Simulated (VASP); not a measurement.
Here is the system:

```xyz
2
Lattice="0.0000 2.1304 2.1304 2.1304 0.0000 2.1304 2.1304 2.1304 0.0000" Properties=species:S:1:pos:R:3 pbc="T T T"
Ti     0.0000     0.0000     0.0000
C      2.1304     2.1304     2.1304
```

All values below come from PBE GGA with D3 dispersion (zero damping), VASP's PBE PAW potentials (set 64) (plane waves; VASP 6.6.1). Numerical set-up: 520 eV cut-off, 15×15×15 Γ-centred mesh, first-order Methfessel-Paxton smearing of 0.10 eV, potentials Ti_sv C.

**Question.** Give the stress tensor in GPa (positive for a compressed cell).

**Answer.** 
```
8.38  0.00  0.00
0.00  8.38  0.00
0.00  0.00  8.38
```
The pressure is its mean diagonal, 8.38 GPa.

The compound is TiC in the rock salt structure. This cell is one point of a volume scan, at 0.97 of the reference volume.
